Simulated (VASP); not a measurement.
```yaml
crystal:
  lattice:
    - [4.43348, 0.00000, 0.00000]
    - [0.00000, 4.43348, 0.00000]
    - [0.00000, 0.00000, 4.43348]
  atoms:
    - { symbol: Cs, position: [0.00000, 0.00000, 0.00000] }
    - { symbol: Br, position: [0.50000, 0.50000, 0.50000] }
```

Calculation: PBE GGA with D3 dispersion (zero damping), VASP's PBE PAW potentials (set 64) (plane waves; VASP). Settings: 520 eV cut-off, 6×6×6 Γ-centred mesh, Gaussian smearing of 0.050 eV, potentials Cs_sv Br.

Unless said otherwise, spin-orbit coupling is left out, though it shifts the bands of the heavy elements here.

Estimate the energy per atom (σ→0), band gap (on the k-mesh) with the smallest direct gap where there is one.

```
Item                                         Result
-----------------------------------  --------------
band gap (on the k-mesh)                    4.14 eV
smallest direct gap (on the k-mesh)         4.17 eV
energy per atom (σ→0)                -3.276 eV/atom
```

The compound is CsBr in the CsCl type structure. This cell is one point of a volume scan, at 1.03 of the reference volume.
